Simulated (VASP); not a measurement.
Method: revPBE GGA, VASP's PBE PAW potentials (set 64) (plane waves; VASP). For the first row: Run with 520 eV cut-off, 7×7×7 Γ-centred mesh, Gaussian smearing of 0.050 eV, potentials Cd Se.

```csv
system,energy (eV/atom)
CdSe (zinc blende),-2.4732
Cd atom,-0.0173
Se atom,-0.9470
```

Atoms are spin-polarised in a large box without symmetry, with the spin fixed by Hund's rule, and may not be in the lowest state of each functional; no zero-point energy is added.

### Question
What is the cohesive energy per atom of CdSe?

### Answer
The references average (1×(-0.0173) + 1×(-0.9470))/2 = -0.4821 eV, so the cohesive energy is -0.4821 − (-2.4732) = 1.991 eV/atom. Measured: 2.463 eV/atom (as given by A. S. Verma et al., Pramana (2010), arXiv:1001.1248).
